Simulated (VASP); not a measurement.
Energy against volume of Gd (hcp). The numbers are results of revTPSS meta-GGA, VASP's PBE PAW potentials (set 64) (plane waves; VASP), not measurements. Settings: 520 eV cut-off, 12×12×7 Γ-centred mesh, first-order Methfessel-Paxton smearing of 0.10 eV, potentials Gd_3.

The 4f electrons are frozen in the core of the lanthanide potential, so 4f levels, which can set the real gap, and their magnetism are missing.

Shape and ions are relaxed at each volume.

| V (Å³/atom) | E (eV/atom) |
|---|---|
| 29.685 | 25.54363 |
| 30.632 | 25.53393 |
| 31.580 | 25.53196 |
| 32.527 | 25.53663 |

**Question.** Fit these four points and predict the energy of the run at 33.474 Å³/atom.

**Answer.** A cubic in V^(−2/3), the third-order Birch-Murnaghan form, passes through the four points with V0 = 31.37 Å³/atom and B0 = 38 GPa, and gives 25.5470 eV/atom there. The run gave 25.5471 eV/atom, +0.1 meV/atom from the fit; all five points give B0 = 39 GPa.

The compound is Gd in the hcp structure. It was relaxed first.
